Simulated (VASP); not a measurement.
Input:

```yaml
crystal:
  lattice:
    - [0.00000, 3.79854, 3.79854]
    - [3.79854, 0.00000, 3.79854]
    - [3.79854, 3.79854, 0.00000]
  atoms:
    - { symbol: Cs, position: [0.00000, 0.00000, 0.00000] }
```

These are PBEsol GGA, VASP's PBE PAW potentials (set 64) (plane waves; VASP) values and carry that method's errors. Settings: 400 eV cut-off, 9×9×9 Γ-centred mesh, tetrahedra with Blöchl corrections, potentials Cs_sv.

Unless said otherwise, spin-orbit coupling is left out, though it shifts the bands of the heavy elements here.

### Question
Predict the energy per atom (σ→0), band gap (on the k-mesh) with the smallest direct gap where there is one.

### Answer

| Quantity | Result |
|---|---|
| band gap (on the k-mesh) | none (metal, semimetal or under 0.01 eV) |
| energy per atom (σ→0) | -0.944 eV/atom |

The absolute energy has meaning only against runs of the same code, potentials and settings.

The structure was generated: Cs was put into the fcc type (Fm-3m), which need not be its known phase. It was relaxed first.
